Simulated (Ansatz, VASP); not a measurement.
# Two plane-wave programs on Zn4C

```
Zn C
1.0
     4.19970    0.00000    0.00000
     0.00000    4.19970    0.00000
     0.00000    0.00000    4.19970
Zn C
4 1
Cartesian
  1.1567 3.0430 3.0430
  3.0430 1.1567 3.0430
  3.0430 3.0430 1.1567
  1.1567 1.1567 1.1567
  0.0000 0.0000 0.0000
```

Change from the starting cell: species swapped into the SnI4 type (P-43m, No. 215).

Alike in both runs: functional PBE; k mesh 4 × 4 × 4; occupations gaussian, width 0.1 eV; no spin polarisation.

Ansatz relaxed the structure, and its values are those at the end. VASP's run is a single point on that final structure, the one shown.

```csv
,VASP,Ansatz
version,VASP 6.6.1,Ansatz 0.2.0
potentials or method,"VASP PAW PBE potentials, release 64 (Zn, C)","scalar-relativistic, plane waves, PAW"
plane-wave cutoff (eV),520,420
valence electrons in the cell,52,52
```

|  | VASP | Ansatz | Ansatz less VASP |
| --- | --- | --- | --- |
| gap on the k mesh at the Fermi level (eV) | none | none | - |
| pressure (GPa) | 0.3 | -0.1 | -0.38 |
| rms of the force components (eV/Å) | 0.014 | 0.001 | -0.0121 |

A gap of «none» marks a metal or a gap that the smearing closes.

Caveats: the k mesh is coarse (spacing up to 0.37 Å⁻¹), so the values aren't converged.
